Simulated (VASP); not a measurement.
These are revPBE GGA, VASP's PBE PAW potentials (set 64) (plane waves; VASP) values and carry that method's errors.

VASP input:

**POSCAR**
```
RuAl
1.0
  2.9900000000   0.0000000000   0.0000000000
  0.0000000000   2.9900000000   0.0000000000
  0.0000000000   0.0000000000   2.9900000000
Al Ru
1 1
Cart
  1.4950000000   1.4950000000   1.4950000000
  0.0000000000   0.0000000000   0.0000000000
```

### INCAR
```
EDIFF  =  1E-6   ! SCF stop (eV)
ISMEAR  =  1
SIGMA  =  0.1
NELM  =  100
LCHARG  =  F
LREAL  =  F
ENCUT  =  520   ! plane-wave cut-off (eV)
LWAVE  =  F
EDIFFG  =  -0.01
NSW  =  60
GGA  =  RE
ISIF  =  3   ! ions, shape and volume
IBRION  =  2   ! conjugate gradients
LASPH  =  T
PREC  =  Accurate
LMAXMIX  =  4   ! l cut-off of mixed one-centre charges
ALGO  =  Normal   ! blocked Davidson
SYSTEM  =  RuAl
```

### KPOINTS
```
kpoints
0
G
  11 11 11
```

POTCAR, in this order: Al Ru_pv (PBE.64 set). Program: vasp_std.

The resulting files:

File OSZICAR:
```
       N       E                     dE             d eps       ncg     rms          rms(c)
DAV:   1     0.116189539935E+03    0.11619E+03   -0.94027E+03  1352   0.133E+03
DAV:   2    -0.117361426416E+02   -0.12793E+03   -0.12340E+03  1460   0.351E+02
DAV:   3    -0.141369632331E+02   -0.24008E+01   -0.23242E+01  1604   0.491E+01
DAV:   4    -0.141619560479E+02   -0.24993E-01   -0.24981E-01  1500   0.488E+00
DAV:   5    -0.141626014219E+02   -0.64537E-03   -0.64536E-03  1700   0.709E-01    0.120E+01
DAV:   6    -0.136133479056E+02    0.54925E+00   -0.34074E+00  1416   0.212E+01    0.261E+00
DAV:   7    -0.135487900123E+02    0.64558E-01   -0.25297E-01  1412   0.600E+00    0.212E+00
DAV:   8    -0.135344072832E+02    0.14383E-01   -0.15966E-02  1456   0.130E+00    0.215E-01
DAV:   9    -0.135342960235E+02    0.11126E-03   -0.25074E-04  1668   0.156E-01    0.139E-01
DAV:  10    -0.135342969406E+02   -0.91708E-06   -0.29430E-05  1596   0.724E-02    0.798E-03
DAV:  11    -0.135342957204E+02    0.12202E-05   -0.15710E-06  1012   0.170E-02    0.499E-03
DAV:  12    -0.135342952002E+02    0.52020E-06   -0.84668E-08   724   0.347E-03
   1 F= -.13534295E+02 E0= -.13533843E+02  d E =-.135343E+02
       N       E                     dE             d eps       ncg     rms          rms(c)
DAV:   1    -0.151616505524E+02   -0.16274E+01   -0.22680E+01  1368   0.680E+01    0.959E+00
DAV:   2    -0.138699558635E+02    0.12917E+01   -0.11832E+01  1404   0.395E+01    0.428E+00
DAV:   3    -0.135227760454E+02    0.34718E+00   -0.10050E+00  1396   0.113E+01    0.128E+00
DAV:   4    -0.135196031575E+02    0.31729E-02   -0.32439E-02  1436   0.131E+00    0.719E-01
DAV:   5    -0.135211939069E+02   -0.15907E-02   -0.85092E-03  1476   0.861E-01    0.142E-01
DAV:   6    -0.135213252940E+02   -0.13139E-03   -0.82833E-04  1616   0.305E-01    0.371E-02
DAV:   7    -0.135213371943E+02   -0.11900E-04   -0.10573E-04  1524   0.113E-01    0.275E-02
DAV:   8    -0.135213303645E+02    0.68298E-05   -0.23901E-05  1464   0.567E-02    0.251E-03
DAV:   9    -0.135213304814E+02   -0.11686E-06   -0.42228E-07   748   0.557E-03
   2 F= -.13521330E+02 E0= -.13520904E+02  d E =0.129647E-01
       N       E                     dE             d eps       ncg     rms          rms(c)
DAV:   1    -0.140886046830E+02   -0.56727E+00   -0.78918E+00  1376   0.391E+01    0.680E+00
DAV:   2    -0.136009239830E+02    0.48768E+00   -0.32472E+00  1388   0.211E+01    0.255E+00
DAV:   3    -0.135464360624E+02    0.54488E-01   -0.19574E-01  1384   0.520E+00    0.719E-01
DAV:   4    -0.135456369599E+02    0.79910E-03   -0.14028E-02  1392   0.936E-01    0.175E-01
DAV:   5    -0.135458326542E+02   -0.19569E-03   -0.19434E-04  1640   0.126E-01    0.101E-01
DAV:   6    -0.135459056543E+02   -0.73000E-04   -0.55148E-05  1460   0.673E-02    0.227E-02
DAV:   7    -0.135459113969E+02   -0.57426E-05   -0.38987E-06  1640   0.216E-02    0.606E-03
DAV:   8    -0.135459105743E+02    0.82259E-06   -0.85022E-08   696   0.361E-03
   3 F= -.13545911E+02 E0= -.13545469E+02  d E =-.116154E-01
```

### OUTCAR
```
------------------------ aborting loop because EDIFF is reached ----------------------------------------
  FORCE on cell =-STRESS in cart. coord.  units (eV):
  Direction    XX          YY          ZZ          XY          YZ          ZX
  --------------------------------------------------------------------------------------
  Total       -0.0051675     -0.0051675     -0.0051675     -0.0000000     -0.0000000      0.0000000
  in kB       -0.3017101     -0.3017101     -0.3017101     -0.0000000     -0.0000000      0.0000000
  external PRESSURE =      -0.3017101 kB  Pullay stress =       0.0000000 kB
  volume of cell :       27.44
      direct lattice vectors                 reciprocal lattice vectors
     3.016255578  0.000000000 -0.000000000     0.331536892 -0.000000000 -0.000000000
     0.000000000  3.016255578 -0.000000000    -0.000000000  0.331536892 -0.000000000
     0.000000000  0.000000000  3.016255578     0.000000000  0.000000000  0.331536892
 POSITION                                       TOTAL-FORCE (eV/Angst)
 -----------------------------------------------------------------------------------
      1.50813      1.50813      1.50813         0.000000     -0.000000      0.000000
      0.00000      0.00000      0.00000        -0.000000      0.000000      0.000000
 -----------------------------------------------------------------------------------
    total drift:                                0.000000      0.000000      0.000000
  FREE ENERGIE OF THE ION-ELECTRON SYSTEM (eV)
  ---------------------------------------------------
  free  energy   TOTEN  =       -13.5459105743 eV

  energy  without entropy=      -13.5445862868  energy(sigma->0) =      -13.54546915

 reached required accuracy - stopping structural energy minimisation
```
(Selected blocks of OUTCAR.)

**CONTCAR**
```
RuAl
   1.00000000000000
     3.0162555780611782    0.0000000000000000   -0.0000000000000000
     0.0000000000000000    3.0162555780611782   -0.0000000000000000
     0.0000000000000000    0.0000000000000000    3.0162555780611782
  Al              Ru
     1     1
Direct
     0.5000000000000000    0.5000000000000000    0.5000000000000000
     0.0000000000000000    0.0000000000000000    0.0000000000000000
```

Energy and stress use the plane-wave basis of the starting cell.

The compound is RuAl in the CsCl type structure. This run relaxes it. Symmetry was kept, so distortions that lower it aren't found. The electron count is odd and the run is not spin-polarised, which forces a metal.
